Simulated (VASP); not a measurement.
```
Ho
1.0
    1.82580    -3.16238     0.00000
    1.82580     3.16238     0.00000
    0.00000     0.00000     5.73240
Ho
2
Direct
  0.33333   0.66667   0.25000
  0.66667   0.33333   0.75000
```

The numbers are results of PBE GGA, VASP's PBE PAW potentials (set 64) (plane waves; VASP), not measurements. Numerical set-up: 600 eV cut-off, 10×10×6 Γ-centred mesh, first-order Methfessel-Paxton smearing of 0.10 eV, potentials Ho_3.

The 4f electrons are frozen in the core of the lanthanide potential, so 4f levels, which can set the real gap, and their magnetism are missing.

Give the stress tensor in GPa (positive for a compressed cell).

```
-1.79   0.00   0.00
 0.00  -1.79   0.00
 0.00   0.00  -2.89
```
The pressure is its mean diagonal, -2.15 GPa.

The compound is Ho in the hcp structure. The cell was not relaxed at this level. The run is one of a series of settings (ENCUT = 600 against the base run), some of them coarse on purpose.
